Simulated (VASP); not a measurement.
Data:

```xyz
1
Lattice="0.0000 2.5479 2.5479 2.5479 0.0000 2.5479 2.5479 2.5479 0.0000" Properties=species:S:1:pos:R:3 pbc="T T T"
Y      0.0000     0.0000     0.0000
```

Method: PBEsol GGA, VASP's PBE PAW potentials (set 64) (plane waves; VASP). Numerical set-up: 400 eV cut-off, 11×11×11 Γ-centred mesh, first-order Methfessel-Paxton smearing of 0.10 eV, potentials Y_sv.

Energy and stress use the plane-wave basis of the starting cell.

Q: The ions, cell shape and volume are relaxed. What does this cell relax into?

A: 
```xyz
1
Lattice="0.0000 2.4840 2.4840 2.4840 0.0000 2.4840 2.4840 2.4840 0.0000" Properties=species:S:1:pos:R:3 pbc="T T T"
Y      0.0000     0.0000     0.0000
```
Space group Fm-3m (225), at a tolerance of 0.03 Å.

Q: How do energy and volume change from the first to the last step?

A: The energy (σ→0) changes by -22.1 meV/atom and the volume by -7.3 %, in 3 ionic steps.

```csv
step,E(σ→0) (eV),max force (eV/Å),pressure (GPa),volume (Å³)
1,-6.7808,0.000,-2.80,33.08
2,-6.8026,0.000,0.38,30.39
3,-6.8029,0.000,0.00,30.65
```

The structure was generated: Y was put into the fcc type (Fm-3m), which need not be its known phase. This run relaxes it. Symmetry was kept, so distortions that lower it aren't found.
